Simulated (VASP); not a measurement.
Method: PBE GGA, VASP's PBE PAW potentials (set 64) (plane waves; VASP).

The input files of a VASP run:

File KPOINTS:
```
Automatic mesh
0
Gamma
10 10 10
0 0 0
```

### INCAR
```
! general
SYSTEM = NaCl
PREC   = Accurate
ENCUT  = 300   ! plane-wave cut-off (eV)
LREAL  = F   ! projection in real space or not
LASPH  = T   ! aspherical one-centre terms

! electronic loop
EDIFF  = 1E-6   ! SCF stop (eV)
NELM   = 100   ! most electronic steps
ALGO   = Normal   ! blocked Davidson

! smearing
ISMEAR = 0
SIGMA  = 0.01   ! width (eV)

! functional
GGA    = PE   ! PBE

! ions
ISIF   = 2   ! forces and stress, cell fixed

! output
LWAVE  = F
LCHARG = F
```

File POSCAR:
```
NaCl
3.9431060
  0.0000000000   0.7071067833   0.7071067833
  0.7071067833   0.0000000000   0.7071067833
  0.7071067833   0.7071067833   0.0000000000
Na Cl
1 1
Cart
  0.0000000000   0.0000000000   0.0000000000
  0.7071067833   0.7071067833   0.7071067833
```

POTCAR, in this order: Na_pv Cl (PBE.64 set). Program: vasp_std.

Output

**OSZICAR**
```
       N       E                     dE             d eps       ncg     rms          rms(c)
DAV:   1     0.741083616444E+02    0.74108E+02   -0.57043E+03  1048   0.873E+02
DAV:   2    -0.143192908995E+01   -0.75540E+02   -0.71722E+02  1165   0.233E+02
DAV:   3    -0.686285485266E+01   -0.54309E+01   -0.54094E+01  1240   0.669E+01
DAV:   4    -0.695284166666E+01   -0.89987E-01   -0.89944E-01  1182   0.948E+00
DAV:   5    -0.695494168659E+01   -0.21000E-02   -0.20999E-02  1348   0.136E+00    0.220E+00
DAV:   6    -0.676967776636E+01    0.18526E+00   -0.36944E-01  1183   0.408E+00    0.169E+00
DAV:   7    -0.675796592674E+01    0.11712E-01   -0.89803E-02  1204   0.202E+00    0.111E+00
DAV:   8    -0.676324317718E+01   -0.52773E-02   -0.87169E-03  1085   0.101E+00    0.230E-01
DAV:   9    -0.676318923639E+01    0.53941E-04   -0.17158E-04  1273   0.127E-01    0.117E-01
DAV:  10    -0.676330900716E+01   -0.11977E-03   -0.24053E-04  1097   0.149E-01    0.346E-02
DAV:  11    -0.676330481879E+01    0.41884E-05   -0.15268E-05  1205   0.435E-02    0.279E-03
DAV:  12    -0.676330559257E+01   -0.77378E-06   -0.71648E-07  1083   0.938E-03
   1 F= -.67633056E+01 E0= -.67633056E+01  d E =-.224835E-31
```

### OUTCAR
```
------------------------ aborting loop because EDIFF is reached ----------------------------------------
  FORCE on cell =-STRESS in cart. coord.  units (eV):
  Direction    XX          YY          ZZ          XY          YZ          ZX
  --------------------------------------------------------------------------------------
  Total        0.4037805      0.4037805      0.4037805     -0.0000000      0.0000000     -0.0000000
  in kB       14.9229795     14.9229795     14.9229795     -0.0000000      0.0000000     -0.0000000
  external PRESSURE =      14.9229795 kB  Pullay stress =       0.0000000 kB
  volume of cell :       43.35
      direct lattice vectors                 reciprocal lattice vectors
     0.000000000  2.788197000  2.788197000    -0.179327357  0.179327357  0.179327357
     2.788197000  0.000000000  2.788197000     0.179327357 -0.179327357  0.179327357
     2.788197000  2.788197000  0.000000000     0.179327357  0.179327357 -0.179327357
  FREE ENERGIE OF THE ION-ELECTRON SYSTEM (eV)
  ---------------------------------------------------
  free  energy   TOTEN  =        -6.7633055926 eV

  energy  without entropy=       -6.7633055926  energy(sigma->0) =       -6.76330559
```
(Selected blocks of OUTCAR.)

At this cut-off the stress carries a Pulay error, which pulls relaxed volumes low.

The structure comes from a computed database's NaCl entry; how it stands against other phases isn't given here. The cell was not relaxed at this level. The run is one of a series of settings (KPOINTS 10×10×10 Γ-centred mesh against the base run), some of them coarse on purpose.
